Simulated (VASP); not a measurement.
Here is the system:

```yaml
crystal:
  lattice:
    - [0.00000, 2.05226, 2.05226]
    - [2.05226, 0.00000, 2.05226]
    - [2.05226, 2.05226, 0.00000]
  atoms:
    - { symbol: Ag, position: [0.00000, 0.00000, 0.00000] }
```

All values below come from revPBE GGA, VASP's PBE PAW potentials (set 64) (plane waves; VASP 6.6.1). Run with 520 eV cut-off, 15×15×15 Γ-centred mesh, first-order Methfessel-Paxton smearing of 0.10 eV, potentials Ag.

Question: Give the stress tensor in GPa (positive for a compressed cell).

Answer: 
```
5.82  0.00  0.00
0.00  5.82  0.00
0.00  0.00  5.82
```
The pressure is its mean diagonal, 5.82 GPa.

The compound is Ag in the fcc structure. This cell is one point of a volume scan, at 0.94 of the reference volume.
